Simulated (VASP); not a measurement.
Data:

```
HgS
1.0
    0.00000     2.92500     2.92500
    2.92500     0.00000     2.92500
    2.92500     2.92500     0.00000
Hg S
1 1
Direct
  0.00000   0.00000   0.00000
  0.25000   0.25000   0.25000
```

Computed with PBE GGA, VASP's PBE PAW potentials (set 64) (plane waves; VASP). Settings: LASPH = .FALSE., 400 eV cut-off, 7×7×7 Γ-centred mesh, Gaussian smearing of 0.050 eV, potentials Hg S.

Unless said otherwise, spin-orbit coupling is left out, though it shifts the bands of the heavy elements here.

### Question
Estimate the energy per atom (σ→0), pressure, band gap (on the k-mesh) with the smallest direct gap where there is one.

### Answer

The band gap (on the k-mesh) is none (metal, semimetal or under 0.01 eV) and the energy per atom (σ→0) is -2.249 eV/atom. The pressure is 4.68 GPa.

Only differences to runs with the same potentials and settings are physical.

The compound is HgS in the zinc blende structure, metacinnabar; cinnabar is the stable form. The cell was not relaxed at this level. The run is one of a series of settings (LASPH = .FALSE. against the base run), some of them coarse on purpose.
